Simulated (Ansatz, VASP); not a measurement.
# PdS2 in two plane-wave programs, part 2 of 2

Aim: how closely do two programs agree when they are given the same cell, functional and k mesh? The structure shown is the start of the Ansatz relaxation below; VASP solves that cell, so the two are compared at the walk's first step.

VASP 6.6.1 and Ansatz 0.2.0.

So far. Step 3 (VASP: single point, PBEsol, start cell, pair 1): The run ends at a pressure of -2.68 GPa, with forces up to 1.9 eV/Å.

## (6) VASP: single point, PBEsol, start cell, pair 2

Level of this step: PBEsol; plane waves and PAW (Pd, S) (VASP).

The same cell, functional, mesh and smearing now go to VASP, with its own data sets.

Input file INCAR:

```
SYSTEM = PdS2
PREC = Accurate
ENCUT = 400
EDIFF = 1E-06
NELM = 120
ISMEAR = 0
SIGMA = 0.1
LREAL = .FALSE.
ALGO = Normal
GGA = PS
NBANDS = 17
LASPH = .TRUE.
LORBIT = 11
LWAVE = .FALSE.
LCHARG = .FALSE.
ISIF = 2
LDIPOL = .TRUE.
IDIPOL = 3
DIPOL = 0.5 0.5 0.333
LVHAR = .TRUE.
GGA_COMPAT = .FALSE.
NELMDL = -8
KPAR = 2
```

Input file POSCAR:

```
PdS2
1.0
    3.8255770000      0.0000000000      0.0000000000
   -1.9127890000      3.3130470000      0.0000000000
    0.0000000000      0.0000000000     30.0000000000
Pd S
1 2
Direct
    0.3333334205      0.6666666667      0.3333333333
    0.6666668409      0.3333333333      0.3680211667
    0.6666668409      0.3333333333      0.2986455000
```

Input file KPOINTS:

```
Automatic mesh
0
Gamma
12 12 1
0 0 0
```

The projector-augmented-wave data sets are Pd and S (PBE family, release 64).

Run with:

```sh
mpirun -np 2 vasp_std
```

Numbers of over 12 decimals in the logs are rounded to 6 here.

Output:

```text
[banner, memory and clock lines left out]
running    2 mpi-ranks, on    1 nodes
[...]
[... a notice as in an earlier step ...]

 LDA part: xc-table for (Slater+PW92), standard interpolation
 POSCAR, INCAR and KPOINTS ok, starting setup
[...]
entering main loop
       N       E                     dE             d eps       ncg     rms          rms(c)
DAV:   1     0.165621634734E+03    0.16562E+03   -0.59592E+03   646   0.723E+02
DAV:   2     0.468673634302E+01   -0.16093E+03   -0.15202E+03  1014   0.161E+02
DAV:   3    -0.145275454786E+02   -0.19214E+02   -0.18954E+02   839   0.696E+01
DAV:   4    -0.148950637328E+02   -0.36752E+00   -0.36661E+00   843   0.118E+01
[...]
DAV:  25    -0.145749906339E+02   -0.25376E-05   -0.66190E-08   781   0.940E-04    0.458E-04
DAV:  26    -0.145749921011E+02   -0.14672E-05   -0.21374E-08   775   0.609E-04    0.909E-05
DAV:  27    -0.145749923557E+02   -0.25463E-06   -0.16533E-09   799   0.213E-04
   1 F= -.14574992E+02 E0= -.14573133E+02  d E =-.371794E-02
```

OUTCAR, selected parts (step 6):

```text
  Total       -0.0495706     -0.0495706     -0.2905923      0.0000000      0.0000000      0.0000000
  in kB       -0.2088762     -0.2088762     -1.2244722      0.0000000      0.0000000      0.0000000
  external PRESSURE =      -0.5474082 kB  Pullay stress =       0.0000000 kB

 POSITION                                       TOTAL-FORCE (eV/Angst)
 -----------------------------------------------------------------------------------
      0.00000      2.20870     10.00000        -0.000000     -0.000000      0.000000
      1.91279      1.10435     11.04064         0.000000      0.000000     -0.108211
      1.91279      1.10435      8.95936         0.000000      0.000000      0.108211
 -----------------------------------------------------------------------------------
    total drift:                               -0.000748      0.000004      0.000190

  FREE ENERGIE OF THE ION-ELECTRON SYSTEM (eV)
  ---------------------------------------------------
  free  energy   TOTEN  =       -14.5749923557 eV

  energy  without entropy=      -14.5712744110  energy(sigma->0) =      -14.57313338

[... 3 further parts left out ...]
[key lines of the parts left out:]
E-fermi :  -2.4800
```

The run ends at a pressure of -0.05 GPa, with forces up to 0.11 eV/Å.

## (7) Side by side

What differs besides the data sets and the points named for the pairs above, as far as they apply: the data sets hold 30 valence electrons in Ansatz (on its default PAW (the set named soft_2) files) and 22 in VASP; the cutoff is 420 eV in Ansatz and 400 eV in VASP. Total energies have different zeros and are not compared.

Forces (eV/Å; atoms numbered as in POSCAR):

| atom | Ansatz x, y, z | VASP x, y, z |
| --- | --- | --- |
| Pd1 | 0.000, 0.000, 0.000 | 0.000, 0.000, 0.000 |
| S2 | 0.000, 0.000, -0.024 | 0.000, 0.000, -0.108 |
| S3 | 0.000, 0.000, 0.024 | 0.000, 0.000, 0.108 |

The forces differ by 40 meV/Å r.m.s., where the r.m.s. force is 0.011 eV/Å in Ansatz and 0.051 eV/Å in VASP: the atoms lie near their places of rest in Ansatz, so a percentage would say little (all taken over all components). With vacuum in the cell, a pressure given here is an average over mostly empty space and none of the material.

## (8) Ansatz: relaxation, PBEsol

The two programs are compared at the cell with which this relaxation starts, whose forces are those of its first step.

The structure compared here is the start of the Ansatz relaxation; VASP solves that cell, so the two are compared at the walk's first step.

Input file input.yaml:

```yaml
crystal:
  lattice:
    - [3.8276359963, 0.0, 0.0]
    - [-1.9138179982, 3.3148300093, 0.0]
    - [0.0, 0.0, 30.0]
  atoms:
    - { symbol: Pd, position: [0.3260627545, 0.652125509, 0.3333333333] }
    - { symbol: S, position: [0.6787336505, 0.3574673009, 0.3679734375] }
    - { symbol: S, position: [0.6787336505, 0.3574673009, 0.2986932292] }
  periodic: [true, true, false]
kpoints:
  mp_grid: { grid: [12, 12, 1] }
hamiltonian:
  xc: pbesol
scf:
  occupations: { method: methfessel_paxton, width: 0.15 }
output:
  forces: true
  stress: true
  eigenvalues: true
relax:
  adjacent_minimum: "off"
  f_tol: 0.002
  max_steps: 120
  cell: { stress_2d_tol: 0.005 }
```

Run with:

```sh
ansatz run input.yaml --threads 8 --pin off --max-ram 14336MiB --backend cpu --events-out ev --progress --plain --runs-dir out
```

Output:

```text
[...]
Crystal: 3 atoms, lattice volume = 380.639 Å³
Basis set: ecut = 420 eV, 7445 PW (Γ), exchange–correlation on 54×54×432 points (8 copies of the dense FFT grid, shifted against one another)
Bands: 19, of which v1, the nominal top of the filled ones, is band 15 counted from 1 (14 counted from 0)
Symmetry: 4 space group operations
[...]
k-points: 43 of 144 (time reversal used)
[...]
--- Relaxed structure (6 steps of the walk, 6 accepted, 1 SCFs on fresh bases) ---
[...]
cell:  # Å, volume = 382.2589 Å³
    - [3.898404, 2.940126995156257e-11, 0]
    - [-1.949202, 3.268508, 0]
    - [0, 0, 30.0]
  atoms:
    - { symbol: Pd, position: [0.321588, 0.643177, 0.333333] }
    - { symbol: S, position: [0.680971, 0.361942, 0.367937] }
    - { symbol: S, position: [0.680971, 0.361942, 0.298730] }
[key lines of the parts left out:]
SCF converged after 7 iterations
Free energy (F): -8676.283721 eV
Fermi energy:    -4.113200 eV
P = ½ c Tr σ = 0.0008 N/m
```

## (9) VASP: single point, PBEsol, start cell, pair 3

The same cell, functional, mesh and smearing now go to VASP, with its own data sets.

INCAR: that of step 6 with these lines changed.

```diff
@@ -5,4 +5,4 @@
 NELM = 120
-ISMEAR = 0
-SIGMA = 0.1
+ISMEAR = 1
+SIGMA = 0.15
 LREAL = .FALSE.
```

Input file POSCAR:

```
PdS2
1.0
    3.8276360000      0.0000000000      0.0000000000
   -1.9138180000      3.3148300000      0.0000000000
    0.0000000000      0.0000000000     30.0000000000
Pd S
1 2
Direct
    0.3260627242      0.6521254484      0.3333333333
    0.6787336002      0.3574672004      0.3679734333
    0.6787336002      0.3574672004      0.2986932333
```

KPOINTS is that of step 6.

Run with:

```sh
mpirun -np 2 vasp_std
```

Output:

```text
[... set-up lines as in an earlier step ...]
 entering main loop
       N       E                     dE             d eps       ncg     rms          rms(c)
DAV:   1     0.166278958044E+03    0.16628E+03   -0.60144E+03  1470   0.728E+02
DAV:   2     0.517309104021E+01   -0.16111E+03   -0.15296E+03  2294   0.160E+02
DAV:   3    -0.144950779554E+02   -0.19668E+02   -0.19458E+02  1853   0.697E+01
DAV:   4    -0.149180961129E+02   -0.42302E+00   -0.41940E+00  2002   0.123E+01
[...]
DAV:  25    -0.145796182209E+02   -0.21357E-05   -0.94976E-08  1788   0.103E-03    0.624E-04
DAV:  26    -0.145796199243E+02   -0.17034E-05   -0.23781E-08  1737   0.916E-04    0.106E-04
DAV:  27    -0.145796204254E+02   -0.50110E-06   -0.38373E-09  1802   0.324E-04
   1 F= -.14579620E+02 E0= -.14579622E+02  d E =0.512198E-05
```

OUTCAR, selected parts (step 9):

```text
  Total        0.6043464     -0.2388115     -0.1406378      0.0000000      0.0000000      0.0000000
  in kB        2.5438026     -1.0052006     -0.5919699      0.0000000      0.0000000      0.0000000
  external PRESSURE =       0.3155440 kB  Pullay stress =       0.0000000 kB

 POSITION                                       TOTAL-FORCE (eV/Angst)
 -----------------------------------------------------------------------------------
      0.00000      2.16169     10.00000        -0.000000      0.027872      0.000000
      1.91382      1.18494     11.03920         0.000000     -0.013936     -0.036542
      1.91382      1.18494      8.96080         0.000000     -0.013936      0.036542
 -----------------------------------------------------------------------------------
    total drift:                               -0.000000      0.000103      0.000165

  FREE ENERGIE OF THE ION-ELECTRON SYSTEM (eV)
  ---------------------------------------------------
  free  energy   TOTEN  =       -14.5796204254 eV

  energy  without entropy=      -14.5796255474  energy(sigma->0) =      -14.57962213

[... 3 further parts left out ...]
[key lines of the parts left out:]
E-fermi :  -2.5134
```

The run ends at a pressure of 0.03 GPa, with forces up to 0.039 eV/Å.

## (10) Differences

What differs besides the data sets and the points named for the pairs above, as far as they apply: the data sets hold 30 valence electrons in Ansatz (on its default PAW (the set named soft_2) files) and 22 in VASP. Total energies have different zeros and are not compared.

Forces (eV/Å; atoms numbered as in POSCAR):

| atom | Ansatz x, y, z | VASP x, y, z |
| --- | --- | --- |
| Pd1 | 0.000, 0.029, 0.000 | 0.000, 0.028, 0.000 |
| S2 | 0.000, -0.014, 0.050 | 0.000, -0.014, -0.037 |
| S3 | 0.000, -0.014, -0.050 | 0.000, -0.014, 0.037 |

The forces differ by 41 meV/Å r.m.s., which is 197.3 % of the r.m.s. force of 0.021 eV/Å (both taken over all components). With vacuum in the cell, a pressure given here is an average over mostly empty space and none of the material.

## (11) What came out

| Item | Value |
| --- | --- |
| r.m.s. force difference (single point, PBEsol, start cell, pair 1) | 0.49 % of the r.m.s. force |
| r.m.s. force difference (single point, PBEsol, start cell, pair 2) | 40 meV/Å |
| r.m.s. force difference (single point, PBEsol, start cell, pair 3) | 41 meV/Å |

The r.m.s. force difference is 41 meV/Å (single point, PBEsol, start cell, pair 3), beyond the 12 meV/Å picked in this series as the mark of a large difference. The data sets hold unlike numbers of valence electrons (30 in Ansatz and 22 in VASP), so part of the differences comes from the potentials. What causes the difference of the single point, PBEsol, start cell, pair 2 pair stays open here. What causes the difference of the single point, PBEsol, start cell, pair 3 pair stays open here. 5 further runs of this series are not shown here. How closely two codes agree says nothing of how well the functional describes the real material.

[Lines on the potential files, build, host, timing and source positions are cut from VASP's logs without a mark.]

[Logs are printed without paths, hosts, clocks, repeated set-up lines and the standing remarks that a program may print on its own settings, such as how far it seeks lower states.]

[Hosts, paths, dates, database ids (printed as entryN), source tags and the programs' standing remarks are cut or masked in the printed files.]
